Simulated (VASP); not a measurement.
Here is the system:

```
CELL_PARAMETERS angstrom
      1.33944    -2.31997     0.00000
      1.33944     2.31997     0.00000
      0.00000     0.00000     4.22450
ATOMIC_POSITIONS crystal
  Ru 0.33333 0.66667 0.25000
  Ru 0.66667 0.33333 0.75000
```

Computed with LDA (Ceperley-Alder, Perdew-Zunger), VASP's LDA PAW potentials (set 64) (plane waves; VASP). Run with 520 eV cut-off, Gaussian smearing of 0.050 eV, potentials Ru_pv.

Q: Predict the band gap (along the path) with the smallest direct gap where there is one.

A: 
```yaml
band gap (along the path): none (metal, semimetal or under 0.01 eV)
```

The compound is Ru in the hcp structure. It was relaxed first.
